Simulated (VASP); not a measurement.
Input:

```
CELL_PARAMETERS angstrom
      3.89515     0.00000     0.00000
      0.00000     3.89515     0.00000
      0.00000     0.00000     3.89515
ATOMIC_POSITIONS crystal
  Ti 0.00000 0.00000 0.00000
  Pt 0.00000 0.50000 0.50000
  Pt 0.50000 0.00000 0.50000
  Pt 0.50000 0.50000 0.00000
```

All values below come from PBE GGA with D3 dispersion (zero damping), VASP's PBE PAW potentials (set 64) (plane waves; VASP). Numerical set-up: 520 eV cut-off, 9×9×9 Γ-centred mesh, tetrahedra with Blöchl corrections, potentials Ti_sv Pt.

The cores are frozen, which limits the accuracy of field gradients.

**Question.** Give the principal components of the electric field gradient (V/Å²) and the asymmetry η at each nucleus.

**Answer.** 
```json
[
 {"atom": "Ti1", "Vxx": "0.0", "Vyy": "0.0", "Vzz": "0.0", "η": "-"},
 {"atom": "Pt2", "Vxx": "35.3", "Vyy": "35.3", "Vzz": "-70.7", "η": "0.00"},
 {"atom": "Pt3", "Vxx": "35.3", "Vyy": "35.3", "Vzz": "-70.7", "η": "0.00"},
 {"atom": "Pt4", "Vxx": "35.3", "Vyy": "35.3", "Vzz": "-70.7", "η": "0.00"}
]
```

The compound is Pt3Ti in the L1_2 structure. It was relaxed first.
